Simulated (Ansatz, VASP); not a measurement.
## Cross-check of IrW (Ir-W-W-Ir stack, (111) layers) between VASP and Ansatz

Aim: how closely do two programs agree when they are given the same cell, functional and k mesh? Of the first pair: The structure shown is the start of the Ansatz relaxation below; VASP solves that cell, so the two are compared at the walk's first step.

Main program and level: Ansatz 0.2.0; plane waves, with VASP 6.6.1 beside it; LDA.

**1. Set-up**

The cell holds 4 atoms: 2 Ir and 2 W. Its edges and angles: a = 2.815 Å, b = 2.815 Å, c = 37.592 Å, α = 90.0°, β = 90.0°, γ = 120.0°. It derives from IrW. Vacuum lies along c. The height across the vacuum is the one that the program set for its solve, not the one typed.

**2. Ansatz: relaxation, LDA**

Ansatz runs on its PAW soft_1 files.

The two programs are compared at the cell with which this relaxation starts, whose forces are those of its first step.

File input.yaml:

```yaml
crystal:
  lattice:
    - [2.81524, 0.0, 0.0]
    - [-1.40762, 2.43807, 0.0]
    - [0.0, 0.0, 17.8959]
  atoms:
    - { symbol: Ir, position: [0.0, 0.0, 0.30733294] }
    - { symbol: W, position: [0.33333333, 0.66666667, 0.43577765] }
    - { symbol: W, position: [0.66666667, 0.33333333, 0.56422235] }
    - { symbol: Ir, position: [0.0, 0.0, 0.69266706] }
  periodic: [true, true, false]
kpoints:
  mp_grid: { grid: [9, 9, 1] }
hamiltonian:
  xc: lda
  pseudopotentials: { kind: paw, azcp: { folder: soft_1 }, xc_functional: pbe }
scf:
  occupations: { method: gaussian, width: 0.1 }
output:
  forces: true
  stress: true
  eigenvalues: true
relax:
  adjacent_minimum: "off"
  f_tol: 0.05
  max_steps: 80
  cell: { stress_2d_tol: 0.02 }
```

Started as:

```bash
ansatz run input.yaml --threads 4 --pin off --max-ram 12288MiB --backend cpu --events-out ev --progress --plain --runs-dir out
```

Numbers of over 12 decimals in the logs are rounded to 6 here.

The program printed:

```text
Warning: crystal.periodic: the lattice vector that does not repeat stood 0.000° off the slab's normal, 17.896 Å along it as the deck builds it. The run solves the slab on a vector along the normal, 37.592 Å long, with every atom where it was (on the deck's vector they left 11.00 Å outside them, and the widest stretch free of ions among them is 2.30 Å). A fractional position that the run reports is one of the run's ce [...]
The last accepted step is kept in <dir> (removed where the run ends without a failure and the disk answers)
crystal.periodic: the lattice vector that does not repeat stood 0.000° off the slab's normal, 17.896 Å along it as the deck builds it. The run solves the slab on a vector along the normal, 37.592 Å long, with every atom where it was (on the deck's vector they left 11.00 Å outside them, and the widest stretch free of ions among them is 2.30 Å). A fractional position that the run reports is one of the run's cell, which [...]
Engine: ansatz 0.2.0, aarch64-unknown-linux-gnu
Pseudopotentials: kind: paw
Pseudopotential: Ir, paw, valence charge 17, recommended cutoff 420 eV (normal), soft_1/Ir.paw.azcp
Pseudopotential: W, paw, valence charge 14, recommended cutoff 420 eV (normal), soft_1/W.paw.azcp
Functional definition: SPW92
  exchange = slater_x
  correlation = pw_c
Crystal: 4 atoms, lattice volume = 258.021 Å³
Basis set: ecut = 420 eV, 5081 PW (Γ)
Bands: 38, of which v1, the nominal top of the filled ones, is band 31 counted from 1 (30 counted from 0)
Symmetry: 12 space group operations
Space group: P-3m1 (ITA 164), of the structure as read, at distance tolerance 6.4e-5 Å
k-points: 12 of 81
Non-local potential: Ir, projectors of the file, l = 0: 3, l = 1: 2, l = 2: 2, l = 3: 1
Non-local potential: W, projectors of the file, l = 0: 3, l = 1: 2, l = 2: 2, l = 3: 1
PAW form: soft (Blöchl's): semilocal exchange-correlation on the pseudo side does not see the compensation charge
PAW frozen core: Ir, regenerated for the run's functional, and the local potential with it (the file was generated under x = pbe(κ = 0.804, μ = 0.219515), c = pbe(β = 0.066725))
PAW frozen core: W, regenerated for the run's functional, and the local potential with it (the file was generated under x = pbe(κ = 0.804, μ = 0.219515), c = pbe(β = 0.066725))
PAW one-centre angular grid: Ir, 590 points (default); XC on 64 Gauss nodes
PAW one-centre angular grid: W, 590 points (default); XC on 64 Gauss nodes
Initial density: superposition of atomic densities (neutral atoms: chi_scale 0, normalization atom)
Initial wavefunctions: pseudopotential atomic-orbital guess
Functional: x = slater, c = lda
SCF iter   1: F=—  HF=-43589.155428 eV  |F-HF|=—  |Δ(HF+E_count)|=         —  Δρ=3.07e-2  dr2=1.56e1  ethr=3.10e-3  ⟨swp⟩=15.6  Hψ=3552  notcnv=0
[...]
preconditioner: auto → LDOS  [metal: Δε(μ)=0.065 eV  Ē_g=5.917 eV  σ=0.100 eV  W_gap=0.35  n_scr=26 (ndim 8)  ℏωp=13.1 eV  f_vac=0.714  D(μ)=3.43/eV (n_scr^D=18)  β→1.0]
SCF iter   2: F=—  HF=-43588.977496 eV  |F-HF|=—  |Δ(HF+E_count)|=   5.76e-4  Δρ=8.33e-4  dr2=9.58e-3  ethr=3.06e-5  ⟨swp⟩=2.7  Hψ=650  notcnv=0
SCF iter   3: F=—  HF=-43588.976891 eV  |F-HF|=—  |Δ(HF+E_count)|=   6.05e-4  Δρ=9.56e-5  dr2=1.04e-4  ethr=1.54e-5  ⟨swp⟩=3.2  Hψ=664  notcnv=0
SCF iter   4: F=—  HF=-43588.977185 eV  |F-HF|=—  |Δ(HF+E_count)|=   2.93e-4  Δρ=4.87e-5  dr2=7.62e-6  ethr=1.68e-7  ⟨swp⟩=3.8  Hψ=1076  notcnv=0
SCF iter   5: F=—  HF=-43588.977185 eV  |F-HF|=—  |Δ(HF+E_count)|=   5.45e-7  Δρ=1.40e-5  dr2=5.17e-7  ethr=1.23e-8  ⟨swp⟩=4.0  Hψ=1123  notcnv=0
SCF iter   6: F=-43588.977186 eV  HF=-43588.977186 eV  |F-HF|=4.25e-8  |Δ(HF+E_count)|=   9.32e-7  Δρ=3.97e-6  dr2=1.14e-7  ethr=6.45e-10  ⟨swp⟩=17.5  Hψ=3036  notcnv=0
SCF 5 converged in 6 iterations: F = -43588.977186 eV  dr2 = 1.14e-7
relax step   5: F+E_penalty+E_count = -43588.97718606 eV  Δ(F+E_penalty+E_count) = -3.010e-3 eV  max|allowed force component| = 1.550e-2 eV/Å  Δτ_max = 0.0136 Å  P = +0.094 N/m  Ω = 239.444 Å³  energy of the carried Pulay correction = +1.314e-3 eV  fix = [c, alpha, beta]  reactions: c +0.000 N/m  (6 SCF iters, dr2 threshold 4.00e-7 eV, accepted)
[...]
relax step   6: F+E_penalty+E_count = -43588.97721310 eV  Δ(F+E_penalty+E_count) = -2.703e-5 eV  max|allowed force component| = 3.499e-4 eV/Å  Δτ_max = 0.0019 Å  P = +0.015 N/m  Ω = 239.550 Å³  energy of the carried Pulay correction = +1.306e-3 eV  fix = [c, alpha, beta]  reactions: c +0.000 N/m  (6 SCF iters, dr2 threshold 7.66e-9 eV, accepted)
[...]
relax step   7: F+E_penalty+E_count = -43588.97581588 eV  Δ(F+E_penalty+E_count) = +1.397e-3 eV  max|allowed force component| = 1.879e-4 eV/Å  Δτ_max = 0.0000 Å  P = +0.015 N/m  Ω = 239.550 Å³  fix = [c, alpha, beta]  reactions: c +0.000 N/m  stress off target by 1.53e-2 N/m on what of the cell is left free  SCF on the basis re-selected at this cell (its energy is not comparable with the rows above)  (7 SCF iters)
basis re-selected at this cell: Δ(F+E_penalty+E_count) = +1.397e-3 eV, ΔP = +0.001 N/m vs the last step (what re-selecting the basis moved, of the pressure what is left beyond the Pulay correction that the steps carried, after the strain that the cell walked since its last selection, with what the two solves' SCF thresholds leave and, on support functions, any second-order correction that the steps lacked; it is no m [...]
SCF converged after 7 iterations
Free energy (F): -43588.975816 eV
Harris-Foulkes:  -43588.975816 eV  (|F-HF|=9.46e-11)
Internal energy: -43588.959202 eV  (E = F + TS)
E sigma→0 (E₀):  -43588.967509 eV
Entropy (-TS):   -0.016614 eV (-4.153 meV/atom)
Fermi energy:    -5.237839 eV
--- Per-component energies (eV) ---
  E_band       = -2137.791216
  E_kinetic    = 1931.987779
  E_local      = -349280.044656  (includes V_loc(G=0)·N_el)
  E_nonlocal   = 356.077259
  E_hartree    = 173370.834176
  E_xc         = -990.842599
  E_vxc        = -977.316445  (∫ρ·V_xc dr)
  E_paw        = -34638.586293  (= ΣΔE_a)
  E_vpaw       = -910.164591  (= ΣTr[D̂ρ^β])
  E_aug_tail   = 0.000973  (compensation charges beyond the density's cutoff)
  E_ewald      = 165660.224296
  E_core_change = 1.389865  (= ΣΔE_core)
  E_smearing   = -0.016614  (= −TS)
  E_closure    = 0.000000  (closes the sum)
  Σ components = -43588.975816   (vs F -43588.975816, Δ=0.00e0)
--- Forces (eV/Å), atoms counted from 1 ---
  atom   1  Ir    -0.00000000    -0.00000000    -0.00018791
  atom   2  W      0.00000000     0.00000000    -0.00015763
  atom   3  W      0.00000000    -0.00000000     0.00015763
  atom   4  Ir     0.00000000     0.00000000     0.00018791
  max |Σ_I F_I| component: 4.63e-18 eV/Å
--- 2D stress c σ (N/m, compression-positive) ---
        0.015312      -0.000000      -0.000000
        0.000000       0.015312       0.000000
       -0.000000       0.000000       0.000000
  P = ½ c Tr σ = 0.0153 N/m
--- Band table (eV; the first three rows and the last of 12) ---
  k-point 0: bands = [... 27 lower, -6.7334, -6.7334, -6.6777, -6.6777, -5.4905, -4.9127, -4.9127, -4.7134, ... 3 higher]
  k-point 1: bands = [... 27 lower, -7.3121, -6.9284, -6.6151, -6.5067, -5.8843, -5.6914, -4.7756, -4.4431, ... 3 higher]
  k-point 2: bands = [... 27 lower, -6.9372, -6.9063, -6.4397, -6.4258, -6.3925, -5.5843, -4.6031, -3.8815, ... 3 higher]
  k-point 11: bands = [... 27 lower, -7.1236, -7.1236, -4.7769, -4.5351, -4.5351, -4.1349, -3.8062, -1.4574, ... 3 higher]
--- Relaxed structure (6 steps of the walk, 6 accepted, 1 SCFs on fresh bases) ---
  F+E_penalty+E_count = -43588.97581588 eV   max|allowed force component| = 1.879e-4 eV/Å   (the final SCF, on the basis selected at the relaxed cell)
  cell:  # Å, volume = 239.5502 Å³
    - [2.712604, 0, 0]
    - [-1.356302, 2.349184, 0]
    - [0, 0, 37.591801756216]
  atoms:
    - { symbol: Ir, position: [4.780708116466307e-18, 1.3659166047046673e-18, 0.148702] }
    - { symbol: W, position: [0.333333, 0.666667, 0.204699] }
    - { symbol: W, position: [0.666667, 0.333333, 0.271360] }
    - { symbol: Ir, position: [-4.780708116466306e-18, -1.3659166047046673e-18, 0.327356] }
```

Reading the cycles: dr2 is the Hartree energy of the density residual (eV), the measure of convergence; HF is the Harris–Foulkes estimate of the energy, which meets the free energy F at convergence.

**3. VASP: single point, LDA, start cell, pair 1**

The same cell, functional (in two slightly different forms), mesh and smearing now go to VASP, with its own data sets.

Lines of VASP's logs that name or quote its potential files are left out, and so is its time.

File INCAR:

```
SYSTEM = IrW
PREC = Accurate
ENCUT = 520
EDIFF = 1E-06
NELM = 120
ISMEAR = 0
SIGMA = 0.1
LREAL = .FALSE.
ALGO = Normal
GGA = CA
NBANDS = 21
LASPH = .TRUE.
LORBIT = 11
LWAVE = .FALSE.
LCHARG = .FALSE.
ISIF = 2
LDIPOL = .TRUE.
IDIPOL = 3
DIPOL = 0.5 0.5 0.238
LVHAR = .TRUE.
GGA_COMPAT = .FALSE.
NELMDL = -8
KPAR = 2
```

File POSCAR:

```
IrW
1.0
    2.8152400000      0.0000000000      0.0000000000
   -1.4076200000      2.4380700000      0.0000000000
    0.0000000000      0.0000000000     37.5918020000
Ir W
2 2
Direct
    0.0000000000      0.0000000000      0.1463084957
    0.0000000000      0.0000000000      0.3297500875
    0.3333333333      0.6666666667      0.2074556841
    0.6666666667      0.3333333333      0.2686028991
```

File KPOINTS:

```
Automatic mesh
0
Gamma
9 9 1
0 0 0
```

The projector-augmented-wave data sets are Ir and W (LDA family, release 64).

Started as:

```bash
mpirun -np 2 vasp_std
```

The program printed:

```text
[banner, memory and clock lines left out]
running    2 mpi-ranks, on    1 nodes
 distrk:  each k-point on    1 cores,    2 groups
 distr:  one band on    1 cores,    1 groups

 POSCAR found type information on POSCAR IrW
 POSCAR found :  2 types and       4 ions
 LDA part: xc-table for (Slater(with rela. corr.)+CA(PZ))
 , standard interpolation
 POSCAR, INCAR and KPOINTS ok, starting setup
 FFT: planning ... GRIDC
 FFT: planning ... GRID_SOFT
 FFT: planning ... GRID
 WAVECAR not read
 entering main loop
       N       E                     dE             d eps       ncg     rms          rms(c)
DAV:   1     0.222963639864E+03    0.22296E+03   -0.10558E+04   504   0.110E+03
DAV:   2    -0.266144361976E+02   -0.24958E+03   -0.23632E+03   701   0.288E+02
DAV:   3    -0.485881729566E+02   -0.21974E+02   -0.20237E+02   633   0.814E+01
DAV:   4    -0.498500597417E+02   -0.12619E+01   -0.12032E+01   782   0.212E+01
DAV:   5    -0.499134695867E+02   -0.63410E-01   -0.56073E-01   737   0.335E+00
DAV:   6    -0.499160718519E+02   -0.26023E-02   -0.25938E-02   827   0.620E-01
DAV:   7    -0.499161923448E+02   -0.12049E-03   -0.12044E-03   737   0.943E-02
DAV:   8    -0.499162000265E+02   -0.76817E-05   -0.76809E-05   723   0.204E-02    0.310E+01
DAV:   9    -0.546188921711E+02   -0.47027E+01   -0.46821E+01   800   0.626E+01    0.249E+01
DAV:  10    -0.579336604506E+02   -0.33148E+01   -0.11027E+02   931   0.726E+01    0.202E+01
DAV:  11    -0.490263676961E+02    0.89073E+01   -0.10383E+02   892   0.669E+01    0.101E+01
DAV:  12    -0.465980571647E+02    0.24283E+01   -0.11941E+01   810   0.251E+01    0.517E+00
DAV:  13    -0.465493747012E+02    0.48682E-01   -0.70092E-01   638   0.543E+00    0.418E+00
DAV:  14    -0.465386581583E+02    0.10717E-01   -0.22533E-02   777   0.102E+00    0.401E+00
[...]
DAV:  25    -0.464114052341E+02   -0.33358E-04   -0.59025E-06   518   0.149E-02    0.834E-03
DAV:  26    -0.464114227925E+02   -0.17558E-04   -0.40145E-06   559   0.963E-03    0.102E-02
DAV:  27    -0.464114321333E+02   -0.93408E-05   -0.32461E-06   526   0.910E-03    0.458E-03
DAV:  28    -0.464114379569E+02   -0.58236E-05   -0.18929E-06   371   0.758E-03    0.265E-03
DAV:  29    -0.464114395537E+02   -0.15968E-05   -0.36229E-07   277   0.609E-03    0.184E-03
DAV:  30    -0.464114428942E+02   -0.33406E-05   -0.23529E-07   330   0.264E-03    0.184E-03
DAV:  31    -0.464114441444E+02   -0.12501E-05   -0.78082E-08   297   0.266E-03    0.110E-03
DAV:  32    -0.464114445045E+02   -0.36011E-06   -0.18622E-08   272   0.896E-04
   1 F= -.46411445E+02 E0= -.46400069E+02  d E =-.227507E-01
```

From OUTCAR (step 3):

```text
ion  position               nearest neighbor table
   1  0.000  0.000  0.146-   3 2.82   3 2.82   3 2.82
   2  0.000  0.000  0.330-   4 2.82   4 2.82   4 2.82
   3  0.333  0.667  0.207-   1 2.82   1 2.82   1 2.82   4 2.82   4 2.82   4 2.82
   4  0.667  0.333  0.269-   2 2.82   2 2.82   2 2.82   3 2.82   3 2.82   3 2.82

  LATTYP: Found a hexagonal cell.
 ALAT       =     2.8152400000
 C/A-ratio  =    13.3529652889

 Subroutine GETGRP returns: Found 12 space group operations
 (whereof  6 operations were pure point group operations)

The static configuration has the point symmetry C_3v.
 The point group associated with its full space group is D_3d.

 Found     12 irreducible k-points:

   k-points           NKPTS =     12   k-points in BZ     NKDIM =     12   number of bands    NBANDS=     21

   dimension x,y,z NGX =    24 NGY =   24 NGZ =  280
   dimension x,y,z NGXF=    48 NGYF=   48 NGZF=  560

   ENCUT  =  520.0 eV  38.22 Ry    6.18 a.u.   5.23  5.23 69.90*2*pi/ulx,y,z

   NELECT =      30.0000    total number of electrons

 k-points in reciprocal lattice and weights: Automatic mesh
   0.00000000  0.00000000  0.00000000       0.012
   0.11111111  0.00000000  0.00000000       0.074
   0.22222222  0.00000000  0.00000000       0.074
   0.33333333  0.00000000  0.00000000       0.074
   0.44444444  0.00000000  0.00000000       0.074
   0.11111111  0.11111111  0.00000000       0.074
   0.22222222  0.11111111  0.00000000       0.148
   0.33333333  0.11111111  0.00000000       0.148
   0.44444444  0.11111111  0.00000000       0.074
   0.22222222  0.22222222  0.00000000       0.074
   0.33333333  0.22222222  0.00000000       0.148
   0.33333333  0.33333333  0.00000000       0.025

 dipolmoment           0.000000      0.000000     -0.000002 electrons x Angstroem

 average (electrostatic) potential at core
       1 -60.4378       2 -60.4379       3 -48.0348       4 -48.0348

 E-fermi :  -2.0940

 k-point     1 :       0.0000    0.0000    0.0000
  band No.  band energies     occupation
    ...
     14      -3.2117      2.00000
     15      -3.2116      2.00000
     16      -2.3111      1.99787
     17      -2.1037      1.10995
     18      -2.1037      1.10993
     19      -1.6863      0.00000
     20      -1.6863      0.00000
     21      -1.5125      0.00000

 k-point     2 :       0.1111    0.0000    0.0000
  band No.  band energies     occupation
    ...
     14      -3.1359      2.00000
     15      -2.9640      2.00000
     16      -2.8060      2.00000
     17      -2.6801      2.00000
     18      -2.0905      0.96115
     19      -1.5198      0.00000
     20      -1.3168      0.00000
     21      -1.0656      0.00000

 k-point     3 :       0.2222    0.0000    0.0000
  band No.  band energies     occupation
    ...
     13      -3.3751      2.00000
     14      -3.2210      2.00000
     15      -3.0257      2.00000
     16      -2.9137      2.00000
     17      -2.4184      2.00000
     18      -1.5883      0.00000
     19      -1.4796      0.00000
     20      -0.7315      0.00000
     21      -0.1580      0.00000

  Total      -12.7189798    -12.7189865     -8.2934398      0.0000000      0.0000000      0.0000000
  in kB      -78.9783615    -78.9784031    -51.4980208      0.0000000      0.0000000      0.0000000
  external PRESSURE =     -69.8182618 kB  Pullay stress =       0.0000000 kB

  energy-cutoff  :      520.00
  volume of cell :      258.02
      direct lattice vectors                 reciprocal lattice vectors
     2.815240000  0.000000000  0.000000000     0.355209503  0.205080248  0.000000000
    -1.407620000  2.438070000  0.000000000     0.000000000  0.410160496  0.000000000
     0.000000000  0.000000000 37.591802000     0.000000000  0.000000000  0.026601545

 POSITION                                       TOTAL-FORCE (eV/Angst)
 -----------------------------------------------------------------------------------
      0.00000      0.00000      5.50000         0.000000      0.000000      2.396504
      0.00000      0.00000     12.39590        -0.000000     -0.000000     -2.396504
     -0.00000      1.62538      7.79863        -0.000000      0.000000     -3.595650
      1.40762      0.81269     10.09727         0.000000      0.000000      3.595650
 -----------------------------------------------------------------------------------
    total drift:                                0.000000     -0.000000     -0.000056

  FREE ENERGIE OF THE ION-ELECTRON SYSTEM (eV)
  ---------------------------------------------------
  free  energy   TOTEN  =       -46.4114445045 eV

  energy  without entropy=      -46.3886938194  energy(sigma->0) =      -46.40006916

 vacuum level on the upper side and lower side of the slab         3.291         3.291

 total charge
# of ion       s       p       d       tot
------------------------------------------
    1        0.653   0.463   6.914   8.029
    2        0.653   0.463   6.914   8.029
    3        0.664   0.656   4.115   5.435
    4        0.664   0.656   4.115   5.435
--------------------------------------------------
tot          2.633   2.238  22.057  26.928

[... 3 further parts left out ...]
```

The data set W keeps the semicore shell frozen, which is cheaper and a little less accurate.

**4. Comparison**

Known differences besides the potentials themselves: the two LDA forms differ slightly; Ansatz cuts the interaction across the vacuum, VASP repeats the sheet with a dipole correction (LDIPOL); the data sets hold 62 valence electrons in Ansatz (on its PAW soft_1 files) and 30 in VASP; the cutoff is 420 eV in Ansatz and 520 eV in VASP; VASP's log shows a relativistic correction to its local exchange, Ansatz's none. Total energies have different zeros and are not compared.

Forces (eV/Å; atoms numbered as in POSCAR):

```
atom        Ansatz x, y, z          VASP x, y, z
 Ir1   0.000, 0.000, 2.404   0.000, 0.000, 2.397
 Ir2  0.000, 0.000, -2.404  0.000, 0.000, -2.397
  W3  0.000, 0.000, -3.710  0.000, 0.000, -3.596
  W4   0.000, 0.000, 3.710   0.000, 0.000, 3.596
```

The forces differ by 47 meV/Å r.m.s., which is 2.6 % of the r.m.s. force of 1.764 eV/Å (both taken over all components). Where the cell holds vacuum, a pressure given here is an average over it and none of the material.

**5. Ansatz: relaxation, LDA**

This run makes the geometry at which the two programs are then compared.

The structure compared here is the end of the Ansatz relaxation.

This is the run of step 2 again, met here at its other cell.

(Continued in part 2 of 2.)

[Lines on the potential files, build, host, timing and source positions are cut from VASP's logs without a mark.]

[Logs are printed without paths, hosts, clocks, repeated set-up lines and the standing remarks that a program may print on its own settings, such as how far it seeks lower states.]

[Hosts, paths, dates, database ids (printed as entryN), source tags and the programs' standing remarks are cut or masked in the printed files.]
